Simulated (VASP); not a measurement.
A VASP calculation is set up with these files.

### INCAR
```
SYSTEM = ZnO
PREC = Accurate; ENCUT = 520; LREAL = .False.
LASPH = .True.
EDIFF = 1E-6; NELM = 100; ALGO = Normal
LMAXMIX = 4
ISMEAR = 0; SIGMA = 0.05
GGA = PE
IBRION = 2; NSW = 60; ISIF = 3
EDIFFG = -0.01
LWAVE = .False.; LCHARG = .False.
```

### POSCAR
```
ZnO
1.0
  3.0700400000   0.0000000000   0.0000000000
 -1.5350200000   2.6587330000   0.0000000000
  0.0000000000   0.0000000000   5.0139600000
Zn O
2 2
Cartesian
 -0.0000015350   1.7724895529   0.0000000000
  1.5350215350   0.8862434471   2.5069800000
 -0.0000015350   1.7724895529   1.8802350000
  1.5350215350   0.8862434471   4.3872150000
```

KPOINTS:
```
Automatic mesh
0
Gamma
9 9 5
0 0 0
```

POTCAR, in this order: Zn O (PBE.64 set). Program: vasp_std.

**Question.** Translate this PBE calculation to Ansatz.

**Answer.** One equivalent input (not run):
Ansatz 0.2 input:
```yaml
crystal:
  lattice:
    - [3.0700400, 0.0000000, 0.0000000]
    - [-1.5350200, 2.6587330, 0.0000000]
    - [0.0000000, 0.0000000, 5.0139600]
  atoms:
    - { symbol: Zn, position: [0.3333330, 0.6666670, 0.0000000] }
    - { symbol: Zn, position: [0.6666670, 0.3333330, 0.5000000] }
    - { symbol: O, position: [0.3333330, 0.6666670, 0.3750000] }
    - { symbol: O, position: [0.6666670, 0.3333330, 0.8750000] }
kpoints:
  mp_grid: { grid: [9, 9, 5] }
hamiltonian:
  xc: pbe
  pseudopotentials: { kind: paw }
scf:
  occupations: { method: gaussian, width: 0.05 }
  max_iter: 100
relax:
  max_steps: 60
  f_tol: 0.01
  cell: {}
output: { forces: true, stress: true, eigenvalues: true }
```
Limits of the translation: each code has its own PAW files, so the cut-off isn't converted (ENCUT is set for VASP's; basis.ecutwfc is left out, and Ansatz then takes the one that its files recommend); Ansatz stops its SCF on the density residual and VASP on the energy change (EDIFF).

The structure was generated: ZnO was put into the wurtzite type (P6_3mc), which need not be its known phase. This run relaxes it. Symmetry was kept, so distortions that lower it aren't found.
